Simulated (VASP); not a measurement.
# What goes wrong when Fe is relaxed with a bad input, part 2 of 2

Aim: see how common mistakes in a VASP relaxation show up, on Fe. The starting structure is a measured crystal structure from the Crystallography Open Database.

VASP 6.6.1.

Results so far: reference 10.86 Å³ an atom; a k mesh far too coarse 12.80 Å³ an atom.

The database entry behind the starting cell differs from later determinations by our own check (about 0.2 % short), so it need not match the best structure at ambient conditions.

## 6. Relaxation with too few electronic steps

Level of this step: PBEsol, spin-polarised from a ferromagnetic start; plane waves and PAW (Fe) (VASP).

A slip made on purpose: too few electronic steps. Against step 2 the input has NELM = 4 (also changed: NSW).

Contents of INCAR:

```
SYSTEM = Fe
PREC = Accurate
ENCUT = 450
EDIFF = 1E-06
NELM = 4
ISMEAR = 1
SIGMA = 0.1
LREAL = .FALSE.
ALGO = Normal
GGA = PS
NBANDS = 10
ISPIN = 2
MAGMOM = 3
LMAXMIX = 4
LORBIT = 11
LWAVE = .FALSE.
LCHARG = .FALSE.
KPAR = 2
IBRION = 2
NSW = 30
ISIF = 3
EDIFFG = -0.01
```

Contents of POSCAR:

```
Fe
1.0
   -1.4302400000      1.4302400000      1.4302400000
    1.4302400000     -1.4302400000      1.4302400000
    1.4302400000      1.4302400000     -1.4302400000
Fe
1
Direct
    0.0000000000      0.0000000000      0.0000000000
```

Contents of KPOINTS:

```
Automatic mesh
0
Gamma
14 14 14
0 0 0
```

The projector-augmented-wave data sets are Fe (PBE family, release 64).

Run with:

```
$ mpirun -np 2 vasp_std
```

Output:

```text
[... set-up lines as in an earlier step ...]
 entering main loop
       N       E                     dE             d eps       ncg     rms          rms(c)
DAV:   1     0.150942402573E+02    0.15094E+02   -0.37224E+03  4392   0.871E+02
DAV:   2    -0.954564963855E+01   -0.24640E+02   -0.22788E+02  4196   0.123E+02
DAV:   3    -0.997353299717E+01   -0.42788E+00   -0.42681E+00  4694   0.210E+01
DAV:   4    -0.997533284871E+01   -0.17999E-02   -0.17997E-02  4512   0.125E+00
 -----------------------------------------------------------------------------
|                                                                             |
|           W    W    AA    RRRRR   N    N  II  N    N   GGGG   !!!           |
|           W    W   A  A   R    R  NN   N  II  NN   N  G    G  !!!           |
|           W    W  A    A  R    R  N N  N  II  N N  N  G       !!!           |
|           W WW W  AAAAAA  RRRRR   N  N N  II  N  N N  G  GGG   !            |
|           WW  WW  A    A  R   R   N   NN  II  N   NN  G    G                |
|           W    W  A    A  R    R  N    N  II  N    N   GGGG   !!!           |
[...]
|     E        R   R    R   R    O     O  R   R                               |
|     E        R    R   R    R   O     O  R    R      ###     ###     ###     |
|     EEEEEEE  R     R  R     R  OOOOOOO  R     R     ###     ###     ###     |
|                                                                             |
|     Orbital orthonormalization failed in the inversion of matrix            |
|     LAPACK: Routine ZPOTRF failed! kpoint: 1 spin: 1                        |
|                                                                             |
|     Possible solutions for this issue are:                                  |
|     - Please check whether the atoms are too close to each other.           |
|     - Decreasing POTIM might help during relaxations or MDs.                |
|     - Deleting CHGCAR or WAVECAR if incompatible with the structure.        |
|     - Try calculating without symmetrizing (ISYM = 0 or ISYM = -1).         |
|     - As last resort: using a different PAW for some of the atoms.          |
|                                                                             |
|       ---->  I REFUSE TO CONTINUE WITH THIS SICK JOB ... BYE!!! <----       |
|                                                                             |
 -----------------------------------------------------------------------------

1
1
```

Elapsed: 6.8 s, on 2 MPI ranks of AMD EPYC 7R43, shared host.

VASP stopped with this message: “Orbital orthonormalization failed in the inversion of matrix LAPACK: Routine ZPOTRF failed! kpoint: 1 spin: 1”.

## 7. Relaxation with spin polarisation switched off

A slip made on purpose: spin polarisation switched off. Against step 2 the input has no ISPIN and no MAGMOM (also changed: LMAXMIX). This run starts from the cell of an earlier relaxation, which isn't shown; the restart sets up the plane waves anew.

Contents of INCAR:

```
SYSTEM = Fe
PREC = Accurate
ENCUT = 450
EDIFF = 1E-06
NELM = 100
ISMEAR = 1
SIGMA = 0.1
LREAL = .FALSE.
ALGO = Normal
GGA = PS
NBANDS = 10
LORBIT = 11
LWAVE = .FALSE.
LCHARG = .FALSE.
KPAR = 2
IBRION = 2
NSW = 50
ISIF = 3
EDIFFG = -0.01
```

Contents of POSCAR:

```
Fe
1.0
   -1.3603282419      1.3603282419      1.3603282419
    1.3603282419     -1.3603282419      1.3603282419
    1.3603282419      1.3603282419     -1.3603282419
Fe
1
Direct
    0.0000000000      0.0000000000      0.0000000000
```

KPOINTS is that of step 6.

Run with:

```
$ mpirun -np 2 vasp_std
```

Output:

```text
[... set-up lines as in an earlier step ...]
 entering main loop
       N       E                     dE             d eps       ncg     rms          rms(c)
DAV:   1     0.121762947790E+02    0.12176E+02   -0.40704E+03  2232   0.970E+02
DAV:   2    -0.968845747269E+01   -0.21865E+02   -0.20647E+02  2102   0.121E+02
DAV:   3    -0.101216048313E+02   -0.43315E+00   -0.42572E+00  2306   0.207E+01
DAV:   4    -0.101234139790E+02   -0.18091E-02   -0.18089E-02  2260   0.120E+00
[...]
DAV:  10    -0.851999012735E+01   -0.17859E-04   -0.89198E-06  2336   0.421E-02    0.228E-02
DAV:  11    -0.851998796254E+01    0.21648E-05   -0.15355E-07  1242   0.561E-03    0.145E-03
DAV:  12    -0.851998807968E+01   -0.11714E-06   -0.65710E-09  1100   0.867E-04
   1 F= -.85199881E+01 E0= -.85202045E+01  d E =-.851999E+01
[...]
N       E                     dE             d eps       ncg     rms          rms(c)
DAV:   1    -0.852014721212E+01   -0.15925E-03   -0.35670E-03  2212   0.102E+00    0.107E-01
DAV:   2    -0.852000235636E+01    0.14486E-03   -0.13919E-03  2258   0.535E-01    0.229E-02
DAV:   3    -0.851998738381E+01    0.14973E-04   -0.71262E-05  2246   0.133E-01    0.122E-02
DAV:   4    -0.851998477741E+01    0.26064E-05   -0.43414E-06  2170   0.156E-02    0.159E-03
DAV:   5    -0.851998470744E+01    0.69972E-07   -0.28697E-08  1062   0.195E-03
   2 F= -.85199847E+01 E0= -.85201995E+01  d E =0.337224E-05
 trial-energy change:    0.000003  1 .order    0.000004   -0.000016    0.000024
 step:   0.3921(harm=  0.3921)  dis= 0.00000  next Energy=    -8.519991 (dE=-0.308E-05)
[...]
N       E                     dE             d eps       ncg     rms          rms(c)
DAV:   1    -0.852005354598E+01   -0.68769E-04   -0.13178E-03  2212   0.623E-01    0.650E-02
DAV:   2    -0.851999911095E+01    0.54435E-04   -0.52278E-04  2258   0.327E-01    0.142E-02
DAV:   3    -0.851999331602E+01    0.57949E-05   -0.27174E-05  2198   0.822E-02    0.747E-03
DAV:   4    -0.851999181985E+01    0.14962E-05   -0.15620E-06  1410   0.969E-03    0.105E-03
DAV:   5    -0.851999187005E+01   -0.50197E-07   -0.46447E-08  1044   0.230E-03
   3 F= -.85199919E+01 E0= -.85202076E+01  d E =-.379037E-05
[...]
reached required accuracy - stopping structural energy minimisation
```

Elapsed: 7 s, on 2 MPI ranks; peak memory 0.17 GiB; 13 s of CPU time.

Parts of OUTCAR (step 7):

```text
  Total        0.0009126      0.0009126      0.0009126      0.0000000     -0.0000000      0.0000000
  in kB        0.1452965      0.1452965      0.1452965      0.0000000     -0.0000000      0.0000000
  external PRESSURE =       0.1452965 kB  Pullay stress =       0.0000000 kB

 POSITION                                       TOTAL-FORCE (eV/Angst)
 -----------------------------------------------------------------------------------
      0.00000      0.00000      0.00000        -0.000000      0.000000     -0.000000
 -----------------------------------------------------------------------------------
    total drift:                                0.000000     -0.000000      0.000000

  FREE ENERGIE OF THE ION-ELECTRON SYSTEM (eV)
  ---------------------------------------------------
  free  energy   TOTEN  =        -8.5199918700 eV

  energy  without entropy=       -8.5206390742  energy(sigma->0) =       -8.52020760

[... 2 parts as in an earlier step ...]

[... 2 further parts left out ...]
[key lines of the parts left out:]
E-fermi :   7.0396
```

With spin polarisation switched off the cell ends at 10.063 Å³ an atom, -7.30 % from the reference, with the moments of the reference lost; the bulk modulus is 302.6 GPa against 235.6 GPa.

## 8. The runs compared

| run | ended | volume (Å³/atom) | change (%) | bulk modulus (GPa) | pressure left (GPa) | core minutes |
| --- | --- | --- | --- | --- | --- | --- |
| reference | converged | 10.855 | - | 235.6 | -0.04 | 1.64 |
| a cutoff far too low | stopped by VASP | - | - | - | - | 0.2 |
| a k mesh far too coarse | converged | 12.801 | 17.92 | 180.3 | -0.07 | 0.153 |
| a functional's name that the tag doesn't take | stopped by VASP | - | - | - | - | 0.0933 |
| too few electronic steps | stopped by VASP | - | - | - | - | 0.227 |
| spin polarisation switched off | converged | 10.063 | -7.3 | 302.6 | 0.01 | 1.0 |

Core minutes are wall time times ranks, summed over the relaxations behind a row (those for a bulk modulus apart), on shared hosts.

## 9. Results

* volume of the reference: 10.86 Å³/atom
* volume against the reference, a k mesh far too coarse: +17.92 %
* volume against the reference, spin polarisation switched off: -7.30 %
* run with a cutoff far too low: stopped by VASP
* run with a functional's name that the tag doesn't take: stopped by VASP
* run with too few electronic steps: stopped by VASP

In words: VASP stopped by itself in the runs with a cutoff far too low, a functional's name that the tag doesn't take and too few electronic steps. Finished, but with signs in the output that stand out against the reference: a k mesh far too coarse, with the volume changed by +17.9 % (signs: a largest site moment of 3.41 μB against 2.15 μB and 20.0 GPa at the first ionic step (of the first relaxations, not shown; reference: -14.8 GPa)); spin polarisation switched off, with the volume changed by -7.3 %, with the moments of the reference lost (signs: no moments, where the reference has up to 2.15 μB and -32.1 GPa at the first ionic step (of the first relaxations, not shown; reference: -14.8 GPa)). The reference was restarted once and some of the runs with a slip weren't, so their cells may not have settled fully. Further runs on this material are not shown.

[Lines on the potential files, build, host, timing and source positions are cut from VASP's logs without a mark.]

[Logs are printed without paths, hosts, clocks, repeated set-up lines and the standing remarks that a program may print on its own settings, such as how far it seeks lower states.]

[Hosts, paths, dates, database ids (printed as entryN), source tags and the programs' standing remarks are cut or masked in the printed files.]
